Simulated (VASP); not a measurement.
```yaml
crystal:
  lattice:
    - [1.72375, -2.98563, 0.00000]
    - [1.72375, 2.98563, 0.00000]
    - [0.00000, 0.00000, 7.23109]
  atoms:
    - { symbol: Ti, position: [0.00000, 0.00000, 0.00000] }
    - { symbol: S, position: [0.33333, 0.66667, 0.19599] }
    - { symbol: S, position: [0.66667, 0.33333, 0.80401] }
```

These are revPBE GGA, VASP's PBE PAW potentials (set 64) (plane waves; VASP) values and carry that method's errors. Settings: 520 eV cut-off, Gaussian smearing of 0.050 eV, potentials Ti_sv S.

Without a dispersion term in the relaxation, distances and binding between the weakly bound layers, chains or molecules are unreliable, and so is what depends on them.

Task: Give the energies of bands 7 to 15 at the high-symmetry points, in eV from the valence-band maximum.

Result: 
```
band      Γ      M      K      A      L      H
----  -----  -----  -----  -----  -----  -----
7     -4.51  -5.02  -4.00  -4.33  -5.03  -4.02
8     -2.73  -3.87  -4.00  -2.73  -3.92  -4.02
9     -2.73  -2.72  -3.91  -2.73  -2.72  -3.88
10    -1.03  -2.65  -2.50  -1.50  -2.66  -2.54
11     0.00  -1.91  -2.34  -0.01  -1.76  -2.30
12     0.00  -1.39  -2.34  -0.01  -1.38  -2.30
13     0.46   0.17   1.09   0.46   0.12   1.09
14     0.46   1.43   1.61   0.46   1.43   1.57
15     1.04   1.79   1.61   1.23   1.79   1.57
```

The gap is indirect, 0.12 eV, from the valence maximum at Γ to the conduction minimum at L.

The compound is TiS2 in the 1T layered structure. It was relaxed first, which changed the volume by +30 %.
